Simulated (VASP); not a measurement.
An input for Quantum ESPRESSO's pw.x (written as the equivalent of a VASP run, and not itself run):

```
&CONTROL
  calculation = 'vc-relax'
  pseudo_dir = './pseudo'
  outdir = './out'
  tprnfor = .true.
  tstress = .true.
  nstep = 60
  forc_conv_thr = 0.00039
/
&SYSTEM
  ibrav = 0
  nat = 2
  ntyp = 2
  ecutwfc = 84
  occupations = 'smearing'
  smearing = 'methfessel-paxton'
  degauss = 0.00735
  input_dft = 'pbesol'
/
&ELECTRONS
  conv_thr = 7.3e-08
  electron_maxstep = 100
/
&IONS
/
&CELL
/
ATOMIC_SPECIES
  Ta 180.948 Ta.upf
  As 74.922 As.upf
CELL_PARAMETERS angstrom
     3.1818290    0.0000000   -0.0000000
    -0.0000000    3.1818290   -0.0000000
    -0.0000000   -0.0000000    3.1818290
ATOMIC_POSITIONS crystal
  Ta   0.0000000  0.0000000  0.0000000
  As   0.5000000  0.5000000  0.5000000
K_POINTS automatic
  10 10 10 0 0 0
```

Question: Translate this input to VASP (INCAR, KPOINTS, POSCAR, choice of POTCAR).

Answer: One answer among several that fit: 
POSCAR:
```
TaAs
1
    3.1818289624     0.0000000000    -0.0000000000
   -0.0000000000     3.1818289624    -0.0000000000
   -0.0000000000    -0.0000000000     3.1818289624
Ta As
1 1
Direct
  0.0000000000   0.0000000000   0.0000000000
  0.5000000000   0.5000000000   0.5000000000
```

### KPOINTS
```
Automatic mesh
0
Gamma
10 10 10
0 0 0
```

INCAR:
```
SYSTEM=TaAs
PREC=Accurate; ENCUT=400; LREAL=.FALSE.
LASPH=.TRUE.
EDIFF=1E-6; NELM=100; ALGO=Normal
LMAXMIX=6
ISMEAR=1; SIGMA=0.1
GGA=PS
IBRION=2; NSW=60; ISIF=3
EDIFFG=-0.01
LWAVE=.FALSE.; LCHARG=.FALSE.
```

POTCAR, in this order: Ta_pv As (PBE.64 set). Program: vasp_std.

Limits of the translation: the potentials are each code's own (VASP's PAW set, PseudoDojo norm-conserving files in pw.x), so ENCUT and ecutwfc are chosen apart and not converted; conv_thr bounds pw.x's estimated SCF error, while EDIFF bounds the energy change between steps; forc_conv_thr acts on force components and is met together with etot_conv_thr.

The structure was generated: TaAs was put into the CsCl type type (Pm-3m), which need not be its known phase. This run relaxes it. Symmetry was kept, so distortions that lower it aren't found. The start is the result of an earlier pass.
